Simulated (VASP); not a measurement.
Given:

```
Mg2Sn
1.0
    0.00000     3.35394     3.35394
    3.35394     0.00000     3.35394
    3.35394     3.35394     0.00000
Mg Sn
2 1
Direct
  0.25000   0.25000   0.25000
  0.75000   0.75000   0.75000
  0.00000   0.00000   0.00000
```

Level of theory: PBE GGA, VASP's PBE PAW potentials (set 64) (plane waves; VASP). Settings: 480 eV cut-off, 8×8×8 Γ-centred mesh, first-order Methfessel-Paxton smearing of 0.10 eV, potentials Mg Sn_d.

Unless said otherwise, spin-orbit coupling is left out, though it shifts the bands of the heavy elements here.

Q: Predict the energy per atom (σ→0), pressure, band gap (on the k-mesh) with the smallest direct gap where there is one.

A: 
```json
{
  "band gap (on the k-mesh)": "none (metal, semimetal or under 0.01 eV)",
  "energy per atom (σ→0)": "-2.469 eV/atom",
  "pressure": "2.06 GPa"
}
```

The compound is Mg2Sn in the antifluorite structure. It was relaxed first under an external pressure of 2 GPa.
